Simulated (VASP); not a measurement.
```
CELL_PARAMETERS angstrom
      1.52339    -2.63858     0.00000
      1.52339     2.63858     0.00000
      0.00000     0.00000     4.84215
ATOMIC_POSITIONS crystal
  Hf 0.33333 0.66667 0.25000
  Hf 0.66667 0.33333 0.75000
```

Method: PBE GGA, VASP's PBE PAW potentials (set 64) (plane waves; VASP). Numerical set-up: 500 eV cut-off, 14×14×8 Γ-centred mesh, first-order Methfessel-Paxton smearing of 0.10 eV, potentials Hf_pv.

Energy and stress use the plane-wave basis of the starting cell.

### Question
The ions, cell shape and volume at an external pressure of 30.0 GPa are relaxed. Give the cell that the relaxation ends in.

### Answer

```
CELL_PARAMETERS angstrom
      1.49333    -2.58652     0.00000
      1.49333     2.58652     0.00000
      0.00000     0.00000     4.76489
ATOMIC_POSITIONS crystal
  Hf 0.33333 0.66667 0.25000
  Hf 0.66667 0.33333 0.75000
```
Space group P6_3/mmc (194), at a tolerance of 0.03 Å.

### Question
How do energy and volume change from the first to the last step?

### Answer
The energy (σ→0) changes by +164.1 meV/atom and the volume by -5.4 %, in 8 ionic steps.

The compound is Hf in the hcp structure. This run relaxes it under an external pressure of 30 GPa. Symmetry was kept, so distortions that lower it aren't found.
